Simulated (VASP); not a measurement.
A run of VASP 6.6.1 is set up as follows.

The input INCAR:

```
SYSTEM = CoSi2
  ALGO = Fast
  EDIFF = 1E-7
  ENCUT = 520
  GGA = PE
  ISIF = 2
  ISMEAR = 1
  IVDW = 12
  LASPH = .True.
  LCHARG = .True.
  LREAL = .False.
  LVHAR = .True.
  LWAVE = .False.
  NELM = 100
  PREC = Accurate
  SIGMA = 0.1
```

The input KPOINTS:

```
k-points
0
Gamma
  14 14 14
  0 0 0
```

The input POSCAR:

```
CoSi2                                   
1.0
   -0.0000000000      2.6511463724      2.6511463724
    2.6511463724      0.0000000000      2.6511463724
    2.6511463724      2.6511463724      0.0000000000
  Co              Si            
     1     2
Direct
     0.0000000000000000    0.0000000000000000    0.0000000000000000
     0.2500000000000000    0.2500000000000000    0.2500000000000000
     0.7500000000000000    0.7500000000000000    0.7500000000000000
```

Potentials or basis: VASP PAW PBE potentials, release 64 (Co, Si).

The run is started by

```sh
$ cat potpaw_PBE.64/Co/POTCAR potpaw_PBE.64/Si/POTCAR > POTCAR
$ mpirun -np 1 vasp_std > vasp.out
```

**Question.** What does it give for the dispersion energy per atom?

**Answer.** -0.456 eV.

**Question.** Estimate the band gap on the k mesh.

**Answer.** None (metal or under the smearing width).

 Spin polarisation is off, so any magnetic state and its effect on volume and gap are missing.
